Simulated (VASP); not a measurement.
Level of theory: HSE06 screened hybrid, VASP's PBE PAW potentials (set 64) (plane waves; VASP).

VASP ran on this input.

### INCAR
```
! general
SYSTEM   = OSi62
PREC     = Normal
ENCUT    = 400
LREAL    = Auto
LASPH    = T
ISYM     = 0
NELECT   = 255.0

! electronic loop
EDIFF    = 1E-5
NELM     = 50
NELMIN   = 4
ALGO     = Normal

! smearing
ISMEAR   = 0
SIGMA    = 0.05

! functional
GGA      = PE
LHFCALC  = T
AEXX     = 0.25
HFSCREEN = 0.2
PRECFOCK = Fast

! spin
ISPIN    = 2
MAGMOM   = 63*0.0476
NUPDOWN  = 3

! ions
ISIF     = 0

! output
LWAVE    = F
LCHARG   = F
LORBIT   = 10
```

File POSCAR:
```
OSi62
1.0
 10.9370747000   0.0000000000   0.0000000000
  0.0000000000  10.9370747000   0.0000000000
  0.0000000000   0.0000000000  10.9370747000
Si O
62 1
Cart
  5.4801388564  10.9057177558  10.9065163295
  6.8483693458   1.3441731522   1.3433124635
  8.2152312921   2.7212972967  10.9180770669
  9.5910446184   4.0879731247   1.3454314222
  8.2160628445  10.9191990926   2.7192349615
  9.5903584679   1.3458585915   4.0869906342
 10.9356855843  10.9357670284  10.9353140399
  1.3996677304   1.3560356303   1.3565333438
  2.7719583113   2.7455135004   0.0056480421
  4.1530604328   4.0823784228   1.4207289620
  5.4692243350   5.4668404344   0.0201259007
  6.8535463674   6.7793845630   1.4229438279
  8.1885863361   8.1613077450   0.0065737769
  9.5774505476   9.5343567037   1.3565959454
  2.7720180211   0.0055718391   2.7453963589
  4.1528514778   1.4204450246   4.0817925751
  5.5845887488   2.7481867905   2.7473701924
  8.1835697482   5.3443147785   2.7533982268
  9.5134735473   6.7806508761   4.0820238198
  5.4691191794   0.0207867811   5.4663614955
  6.8534740274   1.4216769636   6.7795885744
  8.1826420141   2.7525008343   5.3436929074
  9.5119956521   4.0837634742   6.7792284352
  8.1885865034   0.0070114294   8.1625200256
  9.5771198794   1.3576632716   9.5350785430
  0.0292339115   5.4561819587  10.9055220324
  1.4030298134   6.8043055408   1.4088099852
  2.7248856514   8.2102875791   0.0378996653
  4.1312414380   9.5332500216   1.4084302324
  0.0180176155   2.7207289539   2.7199192527
  1.3685437469   4.1015354550   4.1015365443
  2.8252593825   5.4653667019   2.8355269289
  4.2170985790   6.7267233763   4.3410987003
  5.4729959076   8.1135517968   2.8325833793
  6.8349619271   9.5690941206   4.1005326412
  0.0285732291  10.9062892715   5.4545555807
  1.4001633045   1.4066629510   6.8053066145
  2.8209401381   2.8299180612   5.4643722046
  4.2086101535   4.3296581876   6.7269775812
  6.5944783806   6.7271296055   6.7184145025
  8.1032333406   8.1136678655   5.4631888602
  9.5277788397   9.5335730973   6.8052844112
  2.7233887148   0.0378226213   8.2115582922
  4.1300104079   1.4063660433   9.5345767741
  5.4713048663   2.8299281616   8.1138968692
  6.8334853061   4.1014543336   9.5671815532
  8.0990986506   5.4651590823   8.1094500843
  9.5257468252   6.8044449994   9.5322275626
 10.9281727316   8.1620888686   2.7452214838
  1.4060884385   9.5277494594   4.0858244281
 10.9151007662   5.4673191261   5.4662338129
  1.3386519157   6.8478875326   6.8476271121
  2.7505640982   8.1854469319   5.4984508082
  4.0860956654   9.5984299448   6.8478366687
 10.9269214854   2.7464759127   8.1615264711
  1.4065290462   4.0857938240   9.5272410637
  2.7513299570   5.4984013748   8.1838160555
  4.0874553505   6.8483506795   9.5966812006
  5.4359666267   8.1858937573   8.1835803495
  6.8486106329   9.5276602643   9.5280071095
 10.8975453176   8.2104736504   8.2105871248
  1.3634075315   9.5707305224   9.5721277949
  5.1474961783   5.8144733774   5.7866635463
```

### KPOINTS
```
Automatic mesh
0
G
 1 1 1
0 0 0
```

POTCAR, in this order: Si O (PBE.64 set). Program: vasp_gam. Read from the step before: WAVECAR.

### Question
What will the output report for the number of irreducible k-points (NKPTS), largest plane-wave count, FFT grid (NGX, NGY, NGZ)?

### Answer

```
Property                                       Value
--------------------------------------  ------------
number of irreducible k-points (NKPTS)             1
largest plane-wave count                       11924
FFT grid (NGX, NGY, NGZ)                54 × 54 × 54
```

The cell is a supercell with a defect, built from Si (diamond): O_Si-vac_Si, charge -1. The cell's shape comes from a PBE relaxation.
